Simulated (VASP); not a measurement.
Input:

```
CELL_PARAMETERS angstrom
      2.12910    -3.68771     0.00000
      2.12910     3.68771     0.00000
      0.00000     0.00000    13.87332
ATOMIC_POSITIONS crystal
  Cd 0.66667 0.33333 0.25260
  Cd 0.33333 0.66667 0.99792
  Cd 0.66667 0.33333 0.74229
  Cd 0.33333 0.66667 0.50792
  Se 0.66667 0.33333 0.44247
  Se 0.33333 0.66667 0.18778
  Se 0.66667 0.33333 0.93281
  S  0.33333 0.66667 0.69021
```

The numbers are results of PBEsol GGA, VASP's PBE PAW potentials (set 64) (plane waves; VASP 6.6.1), not measurements. Run with 400 eV cut-off, 7×7×2 Γ-centred mesh, tetrahedra with Blöchl corrections, potentials Cd Se S.

The cores are frozen, which limits the accuracy of field gradients.

Task: Give the principal components of the electric field gradient (V/Å²) and the asymmetry η at each nucleus.

Result: 
```json
[
 {"atom": "Cd1", "Vxx": "-3.0", "Vyy": "-3.0", "Vzz": "6.0", "η": "0.00"},
 {"atom": "Cd2", "Vxx": "-2.6", "Vyy": "-2.6", "Vzz": "5.2", "η": "0.00"},
 {"atom": "Cd3", "Vxx": "-4.3", "Vyy": "-4.3", "Vzz": "8.6", "η": "0.00"},
 {"atom": "Cd4", "Vxx": "4.5", "Vyy": "4.5", "Vzz": "-9.0", "η": "0.00"},
 {"atom": "Se5", "Vxx": "-7.4", "Vyy": "-7.4", "Vzz": "14.8", "η": "0.00"},
 {"atom": "Se6", "Vxx": "-6.0", "Vyy": "-6.0", "Vzz": "12.0", "η": "0.00"},
 {"atom": "Se7", "Vxx": "-5.8", "Vyy": "-5.8", "Vzz": "11.7", "η": "0.00"},
 {"atom": "S8", "Vxx": "7.4", "Vyy": "7.4", "Vzz": "-14.8", "η": "0.00"}
]
```

The structure was generated: Cd4SSe3 was put into an ordered model structure (P3m1), which need not be its known phase. It was relaxed first.
